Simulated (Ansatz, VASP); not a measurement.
# SiO2 (SiO2 (P3_121)): VASP beside Ansatz

Wanted: the spread between two codes on one cell, functional and k mesh. The cell is taken from a series of runs on this material, whose earlier steps may have relaxed, scaled, displaced or heated it; both programs get it as it stands.

Program: Ansatz 0.2.0. Level of theory: plane waves, with VASP 6.6.1 beside it; single point at PBE0 form with 40 % exact exchange with an exact-exchange share of 0.4. Results are calculated unless marked as measured.

## Step 1: Set-up

The structure is trigonal, space group P3_121 (No. 152). The conventional cell has a = 4.921 Å, b = 4.921 Å, c = 5.417 Å, α = 90.00°, β = 90.00°, γ = 120.00°. Nearest to Si lie 4 O at 1.61 Å. O has 2 Si at 1.61 Å nearest. Farther neighbours and most contacts between anions are not listed.

## Step 2: Ansatz: single point, PBE0 form with 40 % exact exchange with an exact-exchange share of 0.4

Ansatz runs on its PAW soft_1 files.

A single point gives forces, pressure and levels at one fixed geometry, so differences don't come from the geometry; what else differs is listed under the comparison.

input.yaml

```yaml
crystal:
  lattice:
    - [4.921102065617, -2.530734484413e-09, 0.0]
    - [-2.46055103, 4.261799405061, 0.0]
    - [0.0, 0.0, 10.83306952]
  atoms:
    - { symbol: Si, position: [0.5298371016907, 0.5298371016907, -4.448117233312e-21] }
    - { symbol: Si, position: [8.326672684689e-17, 0.4701628983093, 0.3333333333333] }
    - { symbol: Si, position: [0.4701628983093, -8.013467280472e-20, 0.1666666666667] }
    - { symbol: O, position: [0.2669852738388, 0.4134564553616, 0.3930950305295] }
    - { symbol: O, position: [0.5865435446384, 0.8535288184772, 0.05976169719615] }
    - { symbol: O, position: [0.1464711815228, 0.7330147261612, 0.2264283638628] }
    - { symbol: O, position: [0.4134564553616, 0.2669852738388, 0.1069049694705] }
    - { symbol: O, position: [0.7330147261612, 0.1464711815228, 0.2735716361372] }
    - { symbol: O, position: [0.8535288184772, 0.5865435446384, 0.4402383028038] }
    - { symbol: Si, position: [0.5298371016907, 0.5298371016907, 0.5] }
    - { symbol: Si, position: [8.326672684689e-17, 0.4701628983093, 0.8333333333333] }
    - { symbol: Si, position: [0.4701628983093, -8.013467280472e-20, 0.6666666666667] }
    - { symbol: O, position: [0.2669852738388, 0.4134564553616, 0.8930950305295] }
    - { symbol: O, position: [0.5865435446384, 0.8535288184772, 0.5597616971962] }
    - { symbol: O, position: [0.1464711815228, 0.7330147261612, 0.7264283638628] }
    - { symbol: O, position: [0.4134564553616, 0.2669852738388, 0.6069049694705] }
    - { symbol: O, position: [0.7330147261612, 0.1464711815228, 0.7735716361372] }
    - { symbol: O, position: [0.8535288184772, 0.5865435446384, 0.9402383028038] }
basis:
  ecutwfc: 420.0
  ecutrho_ratio: 4
  xc_grid: 2
  fft_grid_basis: typed
  precision: f64
kpoints:
  mp_grid: { grid: [2, 2, 1] }
hamiltonian:
  xc: { preset: pbe0, exx: 0.4 }
  pseudopotentials:
    kind: paw
    azcp: { folder: soft_1, O: "soft_1/O.paw.azcp", Si: "soft_1/Si.paw.azcp" }
scf:
  max_iter: 80
  occupations: { method: fermi_dirac, width: 0.01 }
output:
  forces: true
checkpoint:
  write: "../host.hyb2.run"
  compress: false
  write_wavefunctions: true
  write_every: 100000
```

Run with:

```bash
$ ansatz run input.yaml --threads 8 --pin off --max-ram 18841MiB --backend cpu --events-out ev --progress --plain --runs-dir out
```

Numbers of over 12 decimals in the logs are rounded to 6 here.

The program printed:

```text
Engine: ansatz 0.2.0, aarch64-unknown-linux-gnu
Pseudopotentials: kind: paw
Pseudopotential: Si, paw, valence charge 4, recommended cutoff 420 eV (normal), soft_1/Si.paw.azcp
Pseudopotential: O, paw, valence charge 6, recommended cutoff 420 eV (normal), soft_1/O.paw.azcp
Functional definition: unnamed
  parameter a_1 = 0.4
  exchange = (1 - a_1)*pbe_x + a_1*exact_x
  correlation = pbe_c
Crystal: 18 atoms, lattice volume = 227.199 Å³
Basis set: ecut = 420 eV, 4447 PW (Γ), exchange–correlation on 72×72×150 points (8 copies of the dense FFT grid, shifted against one another)
Bands: 66, of which v1, the nominal top of the filled ones, is band 48 counted from 1 (47 counted from 0)
Symmetry: 12 space group operations
Space group: P3121 (ITA 152), of the structure as read, at distance tolerance 6.1e-5 Å
k-points: 2 of 4
Non-local potential: Si, projectors of the file, l = 0: 2, l = 1: 2, l = 2: 1
Non-local potential: O, projectors of the file, l = 0: 2, l = 1: 2, l = 2: 1
PAW form: soft (Blöchl's): semilocal exchange-correlation on the pseudo side does not see the compensation charge
PAW frozen core: Si, regenerated for the run's functional, and the local potential with it (the file was generated under x = pbe(κ = 0.804, μ = 0.219515), c = pbe(β = 0.066725))
PAW frozen core: O, regenerated for the run's functional, and the local potential with it (the file was generated under x = pbe(κ = 0.804, μ = 0.219515), c = pbe(β = 0.066725))
PAW one-centre angular grid: Si, 110 points (default); XC on 64 Gauss nodes
PAW one-centre angular grid: O, 110 points (default); XC on 64 Gauss nodes
Initial density: superposition of atomic densities (chi_scale 0.1, normalization cell, long waves kept (reshape's long-wave potential 0.01 eV rms))
Initial wavefunctions: pseudopotential atomic-orbital guess
Functional: x = pbe(κ = 0.804, μ = 0.219515), c = pbe(β = 0.066725), warm-up for x = 0.6 pbe(κ = 0.804, μ = 0.219515) + 0.4 exact, c = pbe(β = 0.066725)
SCF iter   1: F=—  HF=-10654.425068 eV  |F-HF|=—  |Δ(HF+E_count)|=         —  Δρ=1.36e-1  dr2=3.72e1  ethr=1.00e-1  ⟨swp⟩=6.5  Hψ=464  notcnv=0
preconditioner: auto → none  [insulator: Δε(μ)=7.406 eV  Ē_g=18.238 eV  σ=0.010 eV  W_gap=1.00  n_scr=50 (ndim 8)  ℏωp=24.1 eV  f_vac=0.004  D(μ)=0.00/eV (n_scr^D=0)]
iter 2 solved again at ethr=1.41e-3 eV; its pass at ethr=3.87e-2 eV (dr2=1.35e0 eV) is discarded
SCF iter   2: F=—  HF=-10644.278296 eV  |F-HF|=—  |Δ(HF+E_count)|=    1.01e1  Δρ=3.68e-2  dr2=1.40e0  ethr=1.41e-3  ⟨swp⟩=7.0  Hψ=687  notcnv=0  defer=1
SCF iter   3: F=—  HF=-10644.294240 eV  |F-HF|=—  |Δ(HF+E_count)|=   1.59e-2  Δρ=1.48e-2  dr2=2.64e-1  ethr=1.41e-3  ⟨swp⟩=2.5  Hψ=265  notcnv=0
SCF iter   4: F=-10644.344912 eV  HF=-10644.345604 eV  |F-HF|=6.93e-4  |Δ(HF+E_count)|=   5.14e-2  Δρ=1.33e-3  dr2=2.94e-3  ethr=2.75e-4  ⟨swp⟩=4.5  Hψ=309  notcnv=0
SCF 1 stopped early in 4 iterations: F = -10644.344912 eV  dr2 = 2.94e-3
  greatest PAW one-centre occupation: 0.861 electrons in one spin orbital (limit 2), on the O atom at site 17 (counted from 0), in its partial waves of l = 0
Initial density: handed on by an earlier stage of this run
Initial wavefunctions: those handed on with the density
Functional: x = 0.6 pbe(κ = 0.804, μ = 0.219515) + 0.4 exact, c = pbe(β = 0.066725)
Frozen-core exchange: fock
SCF iter   1: F=—  HF=-10651.523587 eV  |F-HF|=—  |Δ(HF+E_count)|=         —  Δρ=1.09e-2  dr2=1.90e-1  ethr=3.06e-5  ⟨swp⟩=7.5  Hψ=603  notcnv=0
preconditioner: auto → none  [insulator: Δε(μ)=10.158 eV  Ē_g=22.327 eV  σ=0.010 eV  W_gap=1.00  n_scr=50 (ndim 8)  ℏωp=24.1 eV  f_vac=0.110  D(μ)=0.00/eV (n_scr^D=0)]
SCF iter   2: F=—  HF=-10651.444621 eV  |F-HF|=—  |Δ(HF+E_count)|=   7.90e-2  Δρ=2.94e-3  dr2=3.42e-2  ethr=3.06e-5  ⟨swp⟩=4.0  Hψ=422  notcnv=0
SCF iter   3: F=—  HF=-10651.567569 eV  |F-HF|=—  |Δ(HF+E_count)|=   1.23e-1  Δρ=1.59e-3  dr2=6.58e-3  ethr=1.26e-5  ⟨swp⟩=5.5  Hψ=473  notcnv=0
SCF iter   4: F=—  HF=-10651.565439 eV  |F-HF|=—  |Δ(HF+E_count)|=   2.13e-3  Δρ=1.29e-4  dr2=6.44e-4  ethr=5.46e-6  ⟨swp⟩=3.0  Hψ=305  notcnv=0
SCF iter   5: F=—  HF=-10651.569027 eV  |F-HF|=—  |Δ(HF+E_count)|=   3.59e-3  Δρ=2.75e-4  dr2=1.92e-4  ethr=1.90e-8  ⟨swp⟩=5.0  Hψ=542  notcnv=0
SCF iter   6: F=-10651.568968 eV  HF=-10651.568969 eV  |F-HF|=3.75e-7  |Δ(HF+E_count)|=   5.82e-5  Δρ=2.11e-5  dr2=2.94e-5  ethr=1.90e-8  ⟨swp⟩=4.5  Hψ=393  notcnv=0
SCF 2 stopped early in 6 iterations: F = -10651.568968 eV  dr2 = 2.94e-5
  Residual-converged pass: ⟨swp⟩=4.0  Hψ=329  notcnv=0  max |occ|·‖R‖ = 6.4e-6 eV (tolerance 6.7e-6 eV)  dr2=2.94e-5  dr2_onsite=8.71e-8  max |Δocc| = 0.0e0
  greatest PAW one-centre occupation: 0.866 electrons in one spin orbital (limit 2), on the O atom at site 17 (counted from 0), in its partial waves of l = 0
hybrid outer 1: dexx = +1.594e-1 eV, tail = 4.43e-4 eV
Frozen-core exchange: fock
SCF iter   1: F=—  HF=-10651.571133 eV  |F-HF|=—  |Δ(HF+E_count)|=         —  Δρ=1.09e-4  dr2=9.04e-6  ethr=2.31e-6  ⟨swp⟩=7.0  Hψ=322  notcnv=0
preconditioner: auto → none  [insulator: Δε(μ)=10.213 eV  Ē_g=22.318 eV  σ=0.010 eV  W_gap=1.00  n_scr=50 (ndim 8)  ℏωp=24.1 eV  f_vac=0.130  D(μ)=0.00/eV (n_scr^D=0)]
SCF iter   2: F=—  HF=-10651.571149 eV  |F-HF|=—  |Δ(HF+E_count)|=   1.62e-5  Δρ=4.68e-5  dr2=3.19e-6  ethr=7.66e-9  ⟨swp⟩=5.0  Hψ=413  notcnv=0  defer=1
SCF iter   3: F=—  HF=-10651.571148 eV  |F-HF|=—  |Δ(HF+E_count)|=   6.50e-7  Δρ=1.56e-5  dr2=2.40e-7  ethr=2.89e-9  ⟨swp⟩=3.0  Hψ=256  notcnv=0
SCF iter   4: F=—  HF=-10651.571149 eV  |F-HF|=—  |Δ(HF+E_count)|=   5.58e-7  Δρ=6.88e-6  dr2=4.83e-8  ethr=1.91e-10  ⟨swp⟩=6.0  Hψ=399  notcnv=0  defer=1
SCF iter   5: F=-10651.571149 eV  HF=-10651.571149 eV  |F-HF|=6.40e-10  |Δ(HF+E_count)|=   1.95e-8  Δρ=7.41e-7  dr2=1.81e-9  ethr=4.52e-11  ⟨swp⟩=3.5  Hψ=299  notcnv=0
SCF 3 converged in 5 iterations: F = -10651.571149 eV  dr2 = 1.81e-9
  Residual-converged pass: ⟨swp⟩=4.0  Hψ=324  notcnv=0  max |occ|·‖R‖ = 1.3e-6 eV (tolerance 1.3e-6 eV)  dr2=1.60e-9  dr2_onsite=9.42e-11  max |Δocc| = 0.0e0
hybrid outer 2: dexx = +1.141e-5 eV, tail = 3.18e-7 eV, Δε = 3.85e-3 eV (about 1.28e-4 eV left of the loop's levels), ΔF = 1.36e-3 eV/Å (tail 6.25e-4)
hybrid SCF converged: 2 outer / 11 inner (+4 warm-up), last move |dexx| = 1.14e-5 eV, tail = 3.18e-7 eV
Stability not checked: this state was not tested for a lower state beside it, because the functional holds exact exchange (a hybrid, or Hartree-Fock), whose exchange loop this test does not read (fock_operator; see scf.lower_state_search)
Free energy (F): -10651.571151 eV
Frozen-core exchange: fock
Harris-Foulkes:  -10651.571151 eV  (|F-HF|=6.40e-10)
Internal energy: -10651.571151 eV  (E = F + TS)
E sigma→0 (E₀):  -10651.571151 eV
Fermi energy:    4.725117 eV
--- Per-component energies (eV) ---
  E_band       = -761.792814
  E_kinetic    = 2358.782613
  E_local      = -5883.965779  (includes V_loc(G=0)·N_el)
  E_nonlocal   = 736.797634
  E_hartree    = 2165.998604
  E_xc         = -768.350110
  E_vxc        = -889.078150  (∫ρ·V_xc dr)
  E_exx        = -508.084872  (= α·E_x^exact, valence–valence)
  E_paw        = -4977.992840  (= ΣΔE_a)
  E_vpaw       = -400.157823  (= ΣTr[D̂ρ^β])
  E_aug_tail   = 0.009887  (compensation charges beyond the density's cutoff)
  E_ewald      = -3773.741032
  E_core_change = -1.025229  (= ΣΔE_core)
  E_smearing   = -0.000000  (= −TS)
  E_closure    = -0.000029  (closes the sum)
  Σ components = -10651.571151   (vs F -10651.571151, Δ=1.82e-12)
--- Forces (eV/Å), atoms counted from 1 ---
  atom   1  Si     0.00338515     0.00586325     0.00000000
  atom   2  Si     0.00338515    -0.00586325    -0.00000000
  atom   3  Si    -0.00677029     0.00000000    -0.00000000
  atom   4  O     -0.08670642     0.15289702     0.09811709
  atom   5  O     -0.08905950    -0.15153847     0.09811709
  atom   6  O      0.17576591    -0.00135855     0.09811709
  atom   7  O      0.17576591     0.00135855    -0.09811709
  atom   8  O     -0.08905949     0.15153847    -0.09811709
  atom   9  O     -0.08670642    -0.15289702    -0.09811709
  atom  10  Si     0.00338515     0.00586325     0.00000000
  atom  11  Si     0.00338515    -0.00586325    -0.00000000
  atom  12  Si    -0.00677029     0.00000000    -0.00000000
  atom  13  O     -0.08670642     0.15289702     0.09811709
  atom  14  O     -0.08905950    -0.15153847     0.09811709
  atom  15  O      0.17576591    -0.00135855     0.09811709
  atom  16  O      0.17576591     0.00135855    -0.09811709
  atom  17  O     -0.08905949     0.15153847    -0.09811709
  atom  18  O     -0.08670642    -0.15289702    -0.09811709
  max |Σ_I F_I| component: 1.67e-16 eV/Å
--- Band table (eV) ---
  k-point 0: bands = [... 44 lower, -0.6811, -0.5824, -0.5824, -0.4579, 9.8262, 11.8925, 11.8925, 12.9435, ... 8 higher]
  k-point 1: bands = [... 44 lower, -0.9945, -0.6404, -0.5537, -0.3869, 12.2840, 13.0102, 13.2291, 13.5784, ... 8 higher]
  guard bands above this table: 6 of the run's 66 bands. The solve was not asked for them (output.publish_guard_bands: true or output.eigenvalues: true publishes all)
```

(Part 1 of 2 ends here.)

[Lines on the potential files, build, host, timing and source positions are cut from VASP's logs without a mark.]

[Logs are printed without paths, hosts, clocks, repeated set-up lines and the standing remarks that a program may print on its own settings, such as how far it seeks lower states.]

[Hosts, paths, dates, database ids (printed as entryN), source tags and the programs' standing remarks are cut or masked in the printed files.]
